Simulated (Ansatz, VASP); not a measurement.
# Ga2TeS (Ga2STe bilayer, AB) in two plane-wave programs, part 2 of 2

Wanted: the spread between two codes on one cell, functional and k mesh. Of the first pair: The structure shown is the start of the Ansatz relaxation below; VASP solves that cell, so the two are compared at the walk's first step.

VASP 6.6.1 and Ansatz 0.2.0.

So far: Set-up; Ansatz: relaxation, PBE with D3(BJ).

## Step 3: VASP: single point, PBE with D3(BJ), start cell, pair 1

Level of this step: PBE with D3(BJ); plane waves and PAW (Te, Ga_d, S) (VASP).

The same cell, functional, mesh and smearing now go to VASP, with its own data sets.

Lines of VASP's logs that name or quote its potential files are left out, and so is its time.

File INCAR:

```
SYSTEM = Ga2TeS
PREC = Accurate
ENCUT = 400
EDIFF = 1E-06
NELM = 120
ISMEAR = -1
SIGMA = 0.05
LREAL = .FALSE.
ALGO = Normal
GGA = PE
IVDW = 12
NBANDS = 47
LORBIT = 11
LWAVE = .FALSE.
LCHARG = .FALSE.
ISIF = 2
LDIPOL = .TRUE.
IDIPOL = 3
DIPOL = 0.5 0.5 0.504
LVHAR = .TRUE.
LASPH = .TRUE.
GGA_COMPAT = .FALSE.
EFERMI = MIDGAP
NELMDL = -8
KPAR = 2
```

File POSCAR:

```
Ga2TeS
1.0
    3.8454000000      0.0000000000      0.0000000000
   -1.9227000000      3.3302140000      0.0000000000
    0.0000000000      0.0000000000     55.1514440000
Te Ga S
2 4 2
Direct
    0.3333333834      0.6666667668      0.3907422623
    0.6666667167      0.3333334335      0.5285577292
    0.0000000501      0.0000001001      0.4163067244
    0.0000000501      0.0000001001      0.4605485398
    0.3333333834      0.6666667668      0.5541221913
    0.3333333834      0.6666667668      0.5983640066
    0.3333333834      0.6666667668      0.4714422708
    0.6666667167      0.3333334335      0.6092577377
```

File KPOINTS:

```
Automatic mesh
0
Gamma
12 12 1
0 0 0
```

PAW data sets: Te, Ga_d and S (PBE family, release 64).

On the command line:

```bash
$ mpirun -np 2 vasp_std
```

Numbers of over 12 decimals in the logs are rounded to 6 here.

What it wrote:

```text
[banner, memory and clock lines left out]
running    2 mpi-ranks, on    1 nodes
 distrk:  each k-point on    1 cores,    2 groups
 distr:  one band on    1 cores,    1 groups

 POSCAR found type information on POSCAR TeGaS
 POSCAR found :  3 types and       8 ions
 LDA part: xc-table for (Slater+PW92), standard interpolation
|                                                                             |
|           W    W    AA    RRRRR   N    N  II  N    N   GGGG   !!!           |
|           W    W   A  A   R    R  NN   N  II  NN   N  G    G  !!!           |
|           W    W  A    A  R    R  N N  N  II  N N  N  G       !!!           |
|           W WW W  AAAAAA  RRRRR   N  N N  II  N  N N  G  GGG   !            |
|           WW  WW  A    A  R   R   N   NN  II  N   NN  G    G                |
|           W    W  A    A  R    R  N    N  II  N    N   GGGG   !!!           |
|                                                                             |
|     One of the lattice vectors is very long (>50 A), but AMIN is rather     |
|     large. This can spoil convergence since charge sloshing might occur     |
|     along the long lattice vector. If problems with convergence are         |
|     observed, try to decrease AMIN to a smaller value (e.g. 0.01).          |
|     Note: This warning only applies if the self-consistency cycle is        |
|     used.                                                                   |
|                                                                             |

 POSCAR, INCAR and KPOINTS ok, starting setup
 FFT: planning ... GRIDC
 FFT: planning ... GRID_SOFT
 FFT: planning ... GRID
 WAVECAR not read
 entering main loop
       N       E                     dE             d eps       ncg     rms          rms(c)
DAV:   1     0.507528883042E+03    0.50753E+03   -0.28872E+04  2258   0.119E+03
DAV:   2     0.349295127331E+02   -0.47260E+03   -0.46217E+03  2411   0.287E+02
DAV:   3    -0.263844115348E+02   -0.61314E+02   -0.60672E+02  2433   0.109E+02
DAV:   4    -0.295773567089E+02   -0.31929E+01   -0.31765E+01  2424   0.275E+01
DAV:   5    -0.296612542612E+02   -0.83898E-01   -0.83823E-01  2605   0.431E+00
DAV:   6    -0.296636495876E+02   -0.23953E-02   -0.23951E-02  2705   0.723E-01
DAV:   7    -0.296637262165E+02   -0.76629E-04   -0.76626E-04  2636   0.124E-01
DAV:   8    -0.296637292440E+02   -0.30275E-05   -0.30276E-05  2664   0.216E-02    0.129E+01
DAV:   9    -0.288657252224E+02    0.79800E+00   -0.12179E+00  2700   0.281E+01    0.807E+00
DAV:  10    -0.287728375877E+02    0.92888E-01   -0.16835E+00  2180   0.958E+00    0.156E+00
DAV:  11    -0.287860485749E+02   -0.13211E-01   -0.12155E+00  2335   0.962E+00    0.104E+00
DAV:  12    -0.287507907468E+02    0.35258E-01   -0.14284E-01  2159   0.354E+00    0.581E-01
DAV:  13    -0.287496966833E+02    0.10941E-02   -0.30157E-02  2572   0.129E+00    0.260E-01
DAV:  14    -0.287503442815E+02   -0.64760E-03   -0.12663E-02  1995   0.723E-01    0.288E-01
[...]
DAV:  22    -0.287503627943E+02   -0.79935E-04   -0.10238E-05  2013   0.249E-02    0.310E-02
DAV:  23    -0.287504346643E+02   -0.71870E-04   -0.48943E-06  1741   0.108E-02    0.194E-02
DAV:  24    -0.287504838804E+02   -0.49216E-04   -0.21458E-06  1596   0.759E-03    0.737E-03
DAV:  25    -0.287505555909E+02   -0.71711E-04   -0.45894E-06  1627   0.112E-02    0.148E-02
DAV:  26    -0.287505614259E+02   -0.58350E-05   -0.78079E-07  1425   0.576E-03    0.155E-02
DAV:  27    -0.287505776253E+02   -0.16199E-04   -0.43046E-07  1283   0.393E-03    0.134E-02
DAV:  28    -0.287506010098E+02   -0.23384E-04   -0.12097E-06  1450   0.554E-03    0.105E-02
DAV:  29    -0.287506019574E+02   -0.94760E-06   -0.24969E-07  1310   0.306E-03
   1 F= -.30935581E+02 E0= -.30934493E+02  d E =-.217587E-02
```

Parts of OUTCAR (step 3):

```text
ion  position               nearest neighbor table
   1  0.333  0.667  0.391-   3 2.63   3 2.63   3 2.63
   2  0.667  0.333  0.529-   5 2.63   5 2.63   5 2.63
   3  0.000  0.000  0.416-   4 2.44   1 2.63   1 2.63   1 2.63
   4  0.000  0.000  0.461-   7 2.30   7 2.30   7 2.30   3 2.44
   5  0.333  0.667  0.554-   6 2.44   2 2.63   2 2.63   2 2.63
   6  0.333  0.667  0.598-   8 2.30   8 2.30   8 2.30   5 2.44
   7  0.333  0.667  0.471-   4 2.30   4 2.30   4 2.30
   8  0.667  0.333  0.609-   6 2.30   6 2.30   6 2.30

  LATTYP: Found a hexagonal cell.
 ALAT       =     3.8454000000
 C/A-ratio  =    14.3421865086

 Subroutine GETGRP returns: Found  6 space group operations
 (whereof  6 operations were pure point group operations)

The static configuration has the point symmetry C_3v.

 Found     19 irreducible k-points:

   k-points           NKPTS =     19   k-points in BZ     NKDIM =     19   number of bands    NBANDS=     47

   dimension x,y,z NGX =    28 NGY =   28 NGZ =  360
   dimension x,y,z NGXF=    56 NGYF=   56 NGZF=  720

   ENCUT  =  400.0 eV  29.40 Ry    5.42 a.u.   6.27  6.27 89.94*2*pi/ulx,y,z

   NELECT =      76.0000    total number of electrons

 k-points in reciprocal lattice and weights: Automatic mesh
   0.00000000  0.00000000  0.00000000       0.007
   0.08333333  0.00000000  0.00000000       0.042
   0.16666667  0.00000000  0.00000000       0.042
   0.25000000 -0.00000000  0.00000000       0.042
   0.33333333  0.00000000  0.00000000       0.042
   0.41666667 -0.00000000  0.00000000       0.042
   0.50000000 -0.00000000  0.00000000       0.021
   0.08333333  0.08333333  0.00000000       0.042
   0.16666667  0.08333333  0.00000000       0.083
[...]
0.33333333  0.25000000  0.00000000       0.083
   0.33333333  0.33333333  0.00000000       0.014

 dipolmoment           0.000000      0.000000     -0.031805 electrons x Angstroem

 average (electrostatic) potential at core
       1 -95.9261       2 -96.0958       3 -72.0628       4 -73.1703       5 -72.2174
       6 -73.2874       7 -94.4107       8 -94.5076

 E-fermi :  -1.6999

 k-point     1 :       0.0000    0.0000    0.0000
  band No.  band energies     occupation
    ...
     34      -3.0301      2.00000
     35      -1.9618      1.98943
     36      -1.9618      1.98943
     37      -1.7707      1.60923
     38      -1.7707      1.60922
     39      -1.4301      0.00902
     40      -1.2853      0.00050
     41       1.0484      0.00000
     42       1.0485      0.00000
     43       1.1282      0.00000
    ...

 k-point     2 :       0.0833    0.0000    0.0000
  band No.  band energies     occupation
    ...
     34      -2.7993      2.00000
     35      -2.5454      2.00000
     36      -2.4107      2.00000
     37      -2.1206      1.99956
     38      -1.9318      1.98082
     39      -1.2261      0.00015
     40      -1.1376      0.00003
     41       0.8585      0.00000
     42       0.9820      0.00000
     43       1.2520      0.00000
    ...

 k-point     3 :       0.1667    0.0000    0.0000
  band No.  band energies     occupation
    ...
     34      -3.6828      2.00000
     35      -2.8351      2.00000
     36      -2.4936      2.00000
     37      -2.4004      2.00000
     38      -2.3082      1.99999
     39      -0.9708      0.00000
     40      -0.7897      0.00000
     41       0.5677      0.00000
     42       0.7663      0.00000
     43       1.5878      0.00000
    ...

 Edisp (eV)   -2.18498

  Total       5.77200     5.77200     2.33546    -0.00000     0.00000     0.00000
  in kB      13.09381    13.09381     5.29800    -0.00000     0.00000     0.00000
  external pressure =       10.50 kB  Pullay stress =        0.00 kB

  energy-cutoff  :      400.00
  volume of cell :      706.27
      direct lattice vectors                 reciprocal lattice vectors
     3.845400000  0.000000000  0.000000000     0.260050970  0.150140501  0.000000000
    -1.922700000  3.330214000  0.000000000     0.000000000  0.300281003  0.000000000
     0.000000000  0.000000000 55.151444000     0.000000000  0.000000000  0.018131892

 POSITION                                       TOTAL-FORCE (eV/Angst)
 -----------------------------------------------------------------------------------
      0.00000      2.22014     21.55000        -0.000000     -0.000000      0.149756
      1.92270      1.11007     29.15072         0.000000     -0.000000      0.204333
      0.00000      0.00000     22.95992        -0.000000      0.000000     -0.320201
      0.00000      0.00000     25.39992        -0.000000      0.000000     -1.470967
      0.00000      2.22014     30.56064         0.000000     -0.000000     -0.365094
      0.00000      2.22014     33.00064         0.000000     -0.000000     -1.464577
      0.00000      2.22014     26.00072         0.000000     -0.000000      1.602704
      1.92270      1.11007     33.60144        -0.000000     -0.000000      1.664045
 -----------------------------------------------------------------------------------
    total drift:                                0.000004     -0.000916      0.001129

  FREE ENERGIE OF THE ION-ELECTRON SYSTEM (eV)
  ---------------------------------------------------
  free  energy   TOTEN  =       -30.9355813509 eV

  energy  without entropy=      -30.9334054787  energy(sigma->0) =      -30.93449341

 vacuum level on the upper side and lower side of the slab         2.432         2.882

 total charge
# of ion       s       p       d       tot
------------------------------------------
    1        1.383   2.026   0.035   3.444
    2        1.384   2.028   0.036   3.449
    3        0.933   0.766   9.975  11.674
    4        0.885   0.754  10.029  11.668
    5        0.934   0.765   9.975  11.675
    6        0.888   0.751  10.029  11.668
    7        1.334   2.422   0.000   3.756
    8        1.332   2.427   0.000   3.759
--------------------------------------------------
tot          9.072  11.940  40.080  61.092

[... 3 further parts left out ...]
```

## Step 4: Differences

Known differences besides the potentials themselves: Ansatz cuts the interaction across the vacuum, VASP repeats the sheet with a dipole correction; the data sets hold 96 valence electrons in Ansatz (on its default PAW (the set named soft_2) files) and 76 in VASP; the cutoff is 420 eV in Ansatz and 400 eV in VASP. Total energies have different zeros and are not compared.

Forces (eV/Å; atoms numbered as in POSCAR):

```tsv
atom	Ansatz x, y, z	VASP x, y, z
Te1	0.000, 0.000, 0.181	0.000, 0.000, 0.150
Te2	0.000, 0.000, 0.234	0.000, 0.000, 0.204
Ga3	0.000, 0.000, -0.345	0.000, 0.000, -0.320
Ga4	0.000, 0.000, -1.464	0.000, 0.000, -1.471
Ga5	0.000, 0.000, -0.389	0.000, 0.000, -0.365
Ga6	0.000, 0.000, -1.459	0.000, 0.000, -1.465
S7	0.000, 0.000, 1.590	0.000, 0.000, 1.603
S8	0.000, 0.000, 1.652	0.000, 0.000, 1.664
```

The forces differ by 12 meV/Å r.m.s., which is 1.9 % of the r.m.s. force of 0.644 eV/Å (both taken over all components). With vacuum in the cell, a pressure given here is an average over mostly empty space and none of the material.

## Step 5: Ansatz: relaxation, PBE with D3(BJ)

This run makes the geometry at which the two programs are then compared.

The structure compared here is the end of the Ansatz relaxation.

File input.yaml:

```yaml
crystal:
  lattice:
    - [3.8454, 0.0, 0.0]
    - [-1.9227, 3.3302140877, 0.0]
    - [0.0, 0.0, 55.1514436238]
  atoms:
    - { symbol: Te, position: [0.3333333333, 0.6666666667, 0.390742265] }
    - { symbol: Ga, position: [0.0, 0.0, 0.4163067294] }
    - { symbol: Ga, position: [0.0, 0.0, 0.4605485451] }
    - { symbol: S, position: [0.3333333333, 0.6666666667, 0.4714422706] }
    - { symbol: Te, position: [0.6666666667, 0.3333333333, 0.5285577294] }
    - { symbol: Ga, position: [0.3333333333, 0.6666666667, 0.5541221937] }
    - { symbol: Ga, position: [0.3333333333, 0.6666666667, 0.5983640094] }
    - { symbol: S, position: [0.6666666667, 0.3333333333, 0.609257735] }
  periodic: [true, true, false]
kpoints:
  mp_grid: { grid: [12, 12, 1] }
hamiltonian:
  xc: pbe
  dispersion: d3bj
scf:
  occupations: { method: fermi_dirac, width: 0.05 }
  convergence: { dr2_threshold: 1.0e-09 }
relax:
  f_tol: 0.004
  max_steps: 90
  cell: {}
output:
  write_potential: true
  write_density: true
  volumetric_format: npy
```

On the command line:

```bash
$ ansatz run input.yaml --threads 4 --pin off --max-ram 12288MiB --backend cpu --events-out ev --progress --plain --runs-dir out
```

What it wrote:

```text
[...]
Crystal: 8 atoms, lattice volume = 706.270 Å³
Basis set: ecut = 420 eV, 13781 PW (Γ), exchange–correlation on 54×54×750 points (8 copies of the dense FFT grid, shifted against one another)
Bands: 58, of which v1, the nominal top of the filled ones, is band 48 counted from 1 (47 counted from 0)
Symmetry: 6 space group operations
[...]
- [3.849725, 3.201010356515671e-19, 0]
    - [-1.924862, 3.333959, 0]
    - [0, 0, 55.1514436238]
  atoms:
    - { symbol: Te, position: [0.333333, 0.666667, 0.386241] }
[...]
- { symbol: S, position: [0.333333, 0.666667, 0.473165] }
    - { symbol: Te, position: [0.666667, 0.333333, 0.530392] }
    - { symbol: Ga, position: [0.333333, 0.666667, 0.555463] }
    - { symbol: Ga, position: [0.333333, 0.666667, 0.599786] }
    - { symbol: S, position: [0.666667, 0.333333, 0.617302] }
[key lines of the parts left out:]
SCF converged after 7 iterations
Free energy (F): -30901.656278 eV
Fermi energy:    -4.619426 eV
P = ½ c Tr σ = -0.0180 N/m
```

## Step 6: VASP: single point, PBE with D3(BJ), relaxed cell, pair 2

The same cell, functional, mesh and smearing now go to VASP, with its own data sets.

INCAR is that of step 3.

File POSCAR:

```
Ga2TeS
1.0
    3.8497248207      0.0000000000      0.0000000000
   -1.9248624104      3.3339594923      0.0000000000
    0.0000000000      0.0000000000     55.1514436238
Te Ga S
2 4 2
Direct
    0.3333333333      0.6666666667      0.3862411777
    0.6666666666      0.3333333334      0.5303919275
    1.0000000000      0.0000000000      0.4113487408
    1.0000000000      0.0000000000      0.4556432037
    0.3333333333      0.6666666667      0.5554626532
    0.3333333333      0.6666666667      0.5997864708
    0.3333333333      0.6666666667      0.4731649016
    0.6666666666      0.3333333334      0.6173024024
```

KPOINTS is that of step 3.

On the command line:

```bash
$ mpirun -np 2 vasp_std
```

What it wrote:

```text
[banner, memory and clock lines left out]
running    2 mpi-ranks, on    1 nodes
[...]
LDA part: xc-table for (Slater+PW92), standard interpolation
 [... a notice as in an earlier step ...]

 POSCAR, INCAR and KPOINTS ok, starting setup
[...]
entering main loop
       N       E                     dE             d eps       ncg     rms          rms(c)
DAV:   1     0.499935480924E+03    0.49994E+03   -0.28825E+04  2250   0.119E+03
DAV:   2     0.328809982304E+02   -0.46705E+03   -0.45555E+03  2405   0.286E+02
DAV:   3    -0.268106697858E+02   -0.59692E+02   -0.58935E+02  2308   0.108E+02
DAV:   4    -0.301833816856E+02   -0.33727E+01   -0.33537E+01  2486   0.281E+01
[...]
DAV:  27    -0.295456766767E+02   -0.29292E-05   -0.32757E-08  1252   0.111E-03    0.286E-04
DAV:  28    -0.295456780772E+02   -0.14005E-05   -0.20700E-08  1268   0.637E-04    0.336E-04
DAV:  29    -0.295456785620E+02   -0.48476E-06   -0.37890E-09  1145   0.508E-04
   1 F= -.31638962E+02 E0= -.31638872E+02  d E =-.179923E-03
```

Parts of OUTCAR (step 6):

```text
 Edisp (eV)   -2.09328

  Total      -0.16427    -0.16427    -0.08086     0.00000     0.00000    -0.00000
  in kB      -0.37181    -0.37181    -0.18302     0.00000     0.00000    -0.00000
  external pressure =       -0.31 kB  Pullay stress =        0.00 kB

 POSITION                                       TOTAL-FORCE (eV/Angst)
 -----------------------------------------------------------------------------------
     -0.00000      2.22264     21.30176         0.000000      0.000000     -0.028255
      1.92486      1.11132     29.25188         0.000000      0.000000     -0.028397
      0.00000      0.00000     22.68648        -0.000000      0.000000      0.020960
      0.00000      0.00000     25.12938         0.000000     -0.000000     -0.009996
     -0.00000      2.22264     30.63457        -0.000000      0.000000      0.022406
     -0.00000      2.22264     33.07909        -0.000000      0.000000     -0.008666
     -0.00000      2.22264     26.09573         0.000000      0.000000      0.016025
      1.92486      1.11132     34.04512        -0.000000      0.000000      0.015923
 -----------------------------------------------------------------------------------
    total drift:                                0.000000     -0.000001      0.000612

  FREE ENERGIE OF THE ION-ELECTRON SYSTEM (eV)
  ---------------------------------------------------
  free  energy   TOTEN  =       -31.6389623911 eV

  energy  without entropy=      -31.6387824677  energy(sigma->0) =      -31.63887243

[... 1 part as in an earlier step ...]

[... 2 further parts left out ...]
[key lines of the parts left out:]
E-fermi :  -1.9138
```

## Step 7: Differences

What differs besides the data sets and the points named for the pairs above, as far as they apply: the data sets hold 96 valence electrons in Ansatz (on its default PAW (the set named soft_2) files) and 76 in VASP. Total energies have different zeros and are not compared.

Compared:

```tsv
quantity	Ansatz	VASP	difference
gap on the k mesh (eV)	0.403	0.414	-0.011
```

At this near-relaxed geometry the largest component of a force difference is 29 meV/Å. A gap on the mesh is an upper bound, since the band edges may lie between its points. With vacuum in the cell, a pressure given here is an average over mostly empty space and none of the material.

## Step 8: What the set-up changes

Further runs change the set-up of one program: Ansatz's method, potentials or start, or VASP's data sets, cutoff or form of LDA. The table gives Ansatz less VASP for each quantity, since a change that brings one quantity closer may part another.

```tsv
run	r.m.s. force difference (meV/Å)	gap on the k mesh (eV)
as above	12	-0.011
VASP with the data sets Te, Ga_sv_GW and S and a cutoff of 530 eV	8.9	-0.017
```

## Step 9: Results

| Quantity | Value |
| --- | --- |
| r.m.s. force difference (single point, PBE with D3(BJ), start cell, pair 1) | 1.9 % of the r.m.s. force |
| r.m.s. force difference (single point, PBE with D3(BJ), relaxed cell, pair 2) | 12 meV/Å |

What this shows: The r.m.s. force difference is 12 meV/Å (single point, PBE with D3(BJ), relaxed cell, pair 2), at about the 12 meV/Å picked in this series as the mark of a large difference. The data sets hold unlike numbers of valence electrons (96 in Ansatz and 76 in VASP), so part of the differences comes from the potentials. Single point, PBE with D3(BJ), relaxed cell, pair 2, VASP with the data sets Te, Ga_sv_GW and S and a cutoff of 530 eV: r.m.s. force difference goes from 12 to 8.9 meV/Å; the difference in gap on the k mesh goes from -0.011 to -0.017 eV. How closely two codes agree says nothing of how well the functional describes the real material.

[Lines on the potential files, build, host, timing and source positions are cut from VASP's logs without a mark.]

[Logs are printed without paths, hosts, clocks, repeated set-up lines and the standing remarks that a program may print on its own settings, such as how far it seeks lower states.]

[Hosts, paths, dates, database ids (printed as entryN), source tags and the programs' standing remarks are cut or masked in the printed files.]
